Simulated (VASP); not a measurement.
Input:

```
SnSe2
1.0
    1.92171    -3.32850     0.00000
    1.92171     3.32850     0.00000
    0.00000     0.00000     6.00152
Sn Se
1 2
Direct
  0.00000   0.00000   0.00000
  0.33333   0.66667   0.26549
  0.66667   0.33333   0.73451
```

The numbers are results of PBE GGA with D3 dispersion (Becke-Johnson damping), VASP's PBE PAW potentials (set 64) (plane waves; VASP), not measurements. Run with 520 eV cut-off, 7×7×4 Γ-centred mesh, Gaussian smearing of 0.050 eV, potentials Sn_d Se.

### Question
Predict the energy per atom (σ→0).

### Answer

The energy per atom (σ→0) is -4.298 eV/atom.

The compound is SnSe2 in the 1T layered structure. It was relaxed first.
